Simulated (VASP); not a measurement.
Here is the system:

```yaml
crystal:
  lattice:
    - [-1.88928, 1.88928, 4.41831]
    - [1.88928, -1.88928, 4.41831]
    - [1.88928, 1.88928, -4.41831]
  atoms:
    - { symbol: Li, position: [0.25000, 0.75000, 0.50000] }
    - { symbol: Mg, position: [0.75000, 0.25000, 0.50000] }
    - { symbol: B, position: [0.50000, 0.50000, 0.00000] }
    - { symbol: N, position: [0.65196, 0.65196, 0.00000] }
    - { symbol: N, position: [0.34804, 0.34804, 0.00000] }
```

These are PBEsol GGA, VASP's PBE PAW potentials (set 64) (plane waves; VASP) values and carry that method's errors. Numerical set-up: 520 eV cut-off, 10×10×10 Γ-centred mesh, Gaussian smearing of 0.010 eV, potentials Li_sv Mg B N.

**Question.** Give the direction-averaged independent-particle dielectric function (no local fields, no excitons; a broadening of 0.1 eV leaves a tail below the gap, and fine structure carries the noise of the k-mesh).

**Answer.** 
```tsv
ħω (eV)	ε₁	ε₂
0.00	3.45	0.00
0.30	3.45	0.00
0.70	3.47	0.01
1.10	3.50	0.01
1.50	3.55	0.01
1.90	3.61	0.02
2.30	3.70	0.03
2.70	3.82	0.03
3.10	3.99	0.05
3.50	4.25	0.13
3.90	4.42	0.35
4.30	4.59	0.45
4.70	5.05	0.56
5.10	5.31	1.03
5.50	5.67	1.86
5.90	5.86	2.47
6.30	6.32	4.33
6.70	4.73	5.43
7.10	3.79	5.42
7.50	2.37	5.34
7.80	1.42	6.18
8.20	0.58	4.63
8.60	0.02	4.12
9.00	-0.24	3.41
9.40	-0.03	2.77
9.80	0.16	2.01
10.20	0.73	2.23
10.60	0.79	2.31
11.00	0.47	2.85
11.40	0.19	2.52
11.80	-0.11	2.26
12.20	-0.02	2.27
12.60	-0.25	1.94
13.00	-0.43	2.01
13.40	-0.53	1.50
13.80	-0.44	1.21
14.20	-0.26	0.95
14.60	-0.06	0.83
15.00	0.03	0.86
15.40	0.11	0.88
```
ε₂ peaks at 7.8 eV (height 6.2), 11.0 eV (height 2.9); ε₁(0) averages 3.45, so the electronic refractive index below the gap tends to √3.45 = 1.86.

The structure comes from a computed database's LiMgBN2 entry (I-4m2); how it stands against other phases isn't given here. It was relaxed first.
